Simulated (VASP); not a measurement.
VASP input:

### KPOINTS
```
Automatic mesh
0
Gamma
11 11 11
```

INCAR:
```
SYSTEM = CdHg2
PREC = Accurate; ENCUT = 400; LREAL = .FALSE.
LASPH = .TRUE.
EDIFF = 1E-6; NELM = 100; ALGO = Normal
LMAXMIX = 6
ISMEAR = 1; SIGMA = 0.1
GGA = PS
IBRION = 2; NSW = 60; ISIF = 3
EDIFFG = -0.02
LWAVE = .FALSE.; LCHARG = .FALSE.
```

**POSCAR**
```
CdHg2
1
    0.0000000000     2.8311098259     8.2963569683
    1.4474553529     0.0000000000     8.2963569683
    1.4474553529     2.8311098259     0.0000000000
Cd Hg
1 2
Direct
  0.0000000000   0.0000000000   0.0000000000
  0.3342207512   0.3342207512   0.6657792488
  0.6657792488   0.6657792488   0.3342207512
```

POTCAR, in this order: Cd Hg (PBE.64 set). Program: vasp_std.

Question: Translate this PBEsol calculation to Quantum ESPRESSO's pw.x.

Answer: One equivalent input (not run):
```
&CONTROL
  calculation = 'vc-relax'
  pseudo_dir = './pseudo'
  outdir = './out'
  tprnfor = .true.
  tstress = .true.
  nstep = 60
  forc_conv_thr = 0.00078
/
&SYSTEM
  ibrav = 0
  nat = 3
  ntyp = 2
  ecutwfc = 102
  occupations = 'smearing'
  smearing = 'methfessel-paxton'
  degauss = 0.00735
  input_dft = 'pbesol'
/
&ELECTRONS
  conv_thr = 7.3e-08
  electron_maxstep = 100
/
&IONS
/
&CELL
/
ATOMIC_SPECIES
  Cd 112.414 Cd.upf
  Hg 200.592 Hg.upf
CELL_PARAMETERS angstrom
     0.0000000    2.8311098    8.2963570
     1.4474554    0.0000000    8.2963570
     1.4474554    2.8311098    0.0000000
ATOMIC_POSITIONS crystal
  Cd   0.0000000  0.0000000  0.0000000
  Hg   0.3342208  0.3342208  0.6657792
  Hg   0.6657792  0.6657792  0.3342208
K_POINTS automatic
  11 11 11 0 0 0
```
What does not carry over: the potentials are each code's own (VASP's PAW set, PseudoDojo norm-conserving files in pw.x), so ENCUT and ecutwfc are chosen apart and not converted; conv_thr bounds pw.x's estimated SCF error, while EDIFF bounds the energy change between steps; forc_conv_thr acts on force components and is met together with etot_conv_thr.

The structure comes from a computed database's CdHg2 entry (Fmmm); how it stands against other phases isn't given here. This run relaxes it. Symmetry was kept, so distortions that lower it aren't found. The start is the result of an earlier pass.
